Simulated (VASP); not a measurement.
Calculation: PBE GGA, VASP's PBE PAW potentials (set 64) (plane waves; VASP 6.6.1).

VASP ran on this input.

### INCAR
```
ALGO=Normal
EDIFF=1E-6
ENCUT=400
GGA=PE
ISIF=2
ISMEAR=0
KGAMMA=.TRUE.
KSPACING=0.2
LASPH=.TRUE.
LCHARG=.FALSE.
LREAL=.FALSE.
LWAVE=.FALSE.
NELM=100
PREC=Accurate
SIGMA=0.05
SYSTEM=Si
```

File POSCAR:
```
Si
1
    0.0000000000     2.7698100000     2.7698100000
    2.7698100000     0.0000000000     2.7698100000
    2.7698100000     2.7698100000     0.0000000000
Si
2
Direct
  0.0000000000   0.0000000000   0.0000000000
  0.2500000000   0.2500000000   0.2500000000
```

POTCAR, in this order: Si (PBE.64 set). Program: vasp_std.

Problem. Predict the energy per atom (σ→0), pressure.

Solution. 
The energy per atom (σ→0) is -5.416 eV/atom and the pressure is -3.16 GPa.

### OSZICAR
```
...
DAV:   5    -0.109801041179E+02   -0.99877E-06   -0.99906E-06   976   0.203E-02    0.451E+00
DAV:   6    -0.108793277475E+02    0.10078E+00   -0.63747E-02   888   0.132E+00    0.274E+00
DAV:   7    -0.108312247818E+02    0.48103E-01   -0.12701E-01   960   0.199E+00    0.151E-01
DAV:   8    -0.108323677824E+02   -0.11430E-02   -0.34409E-03   856   0.436E-01    0.719E-02
DAV:   9    -0.108325791070E+02   -0.21132E-03   -0.21477E-04  1080   0.112E-01    0.528E-02
DAV:  10    -0.108326034394E+02   -0.24332E-04   -0.29026E-05   888   0.399E-02    0.736E-03
DAV:  11    -0.108326032907E+02    0.14871E-06   -0.52948E-07  1000   0.502E-03
   1 F= -.10832603E+02 E0= -.10832603E+02  d E =-.243435E-16
```

The compound is Si in the diamond structure. The cell was not relaxed at this level. The run is one of a series of settings (KGAMMA = .TRUE., KSPACING = 0.2, KPOINTS file removed against the base run), some of them coarse on purpose.
